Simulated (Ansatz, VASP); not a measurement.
**One calculation of Sr2B3, two programs**

File INCAR:

```
SYSTEM = Sr2B3
PREC = Accurate
ENCUT = 520
EDIFF = 1E-6
ISMEAR = 0
SIGMA = 0.1
LREAL = .False.
LASPH = .True.
NELM = 60
ALGO = Normal
ISIF = 2
LWAVE = .False.
LCHARG = .False.
GGA = PE
NBANDS = 22
```

Contents of KPOINTS:

```
regular mesh
0
Gamma
  6 6 4
  0 0 0
```

File POSCAR:

```
Sr2B3
1.0
    4.2039207500      0.0000000000      0.0000000000
   -2.1019603800      3.6407021700      0.0000000000
    0.0000000000      0.0000000000      5.1622623500
Sr B
2 3
Direct
    0.6666666700      0.3333333300      0.5000000000
    0.3333333300      0.6666666700      0.0000000000
    0.0000000000      0.0000000000      0.7454000100
    0.0000000000      0.0000000000      0.2545999900
    0.6666666700      0.3333333300      0.0000000000
```

Input for Ansatz:

```yaml
crystal:
  lattice:
    - [4.20392075, 0.0, 0.0]
    - [-2.10196038, 3.64070217, 0.0]
    - [0.0, 0.0, 5.16226235]
  atoms:
    - { symbol: Sr, position: [0.66666667, 0.33333333, 0.5] }
    - { symbol: Sr, position: [0.33333333, 0.66666667, 0.0] }
    - { symbol: B, position: [0.0, 0.0, 0.74540001] }
    - { symbol: B, position: [0.0, 0.0, 0.25459999] }
    - { symbol: B, position: [0.66666667, 0.33333333, 0.0] }
basis:
  ecutwfc: 420
kpoints:
  mp_grid: { grid: [6, 6, 4] }
hamiltonian:
  xc: pbe
scf:
  occupations: { method: gaussian, width: 0.1 }
  lower_state_search: "off"
output:
  forces: true
  stress: true
  eigenvalues: true
```

Change from the starting cell: species swapped into the Fe3Ge2 type (P-6m2, No. 187).

Alike in both runs: task single point; functional PBE; k mesh 6 × 6 × 4; occupations gaussian, width 0.1 eV; no spin polarisation.

```csv
,VASP,Ansatz
version,VASP 6.6.1,Ansatz 0.2.0
potentials or method,"VASP PAW PBE potentials, release 64 (Sr_sv, B)","scalar-relativistic, plane waves, PAW"
plane-wave cutoff (eV),520,420
valence electrons in the cell,29,29
```

```csv
,VASP,Ansatz,Ansatz less VASP
gap on the k mesh at the Fermi level (eV),none,none,-
pressure (GPa),17.5,17.1,-0.48
largest component of the traceless stress (GPa),2.44,2.38,-0.057
rms of the force components (eV/Å),0.060,0.062,+0.0028
```

Atom by atom the forces differ by 0.003 eV/Å (rms over components). A gap of «none» marks a metal or a gap that the smearing closes.

Caveats: so large a pressure means that the cell lies far from this level's equilibrium, or that cutoff or potentials fall short (VASP).
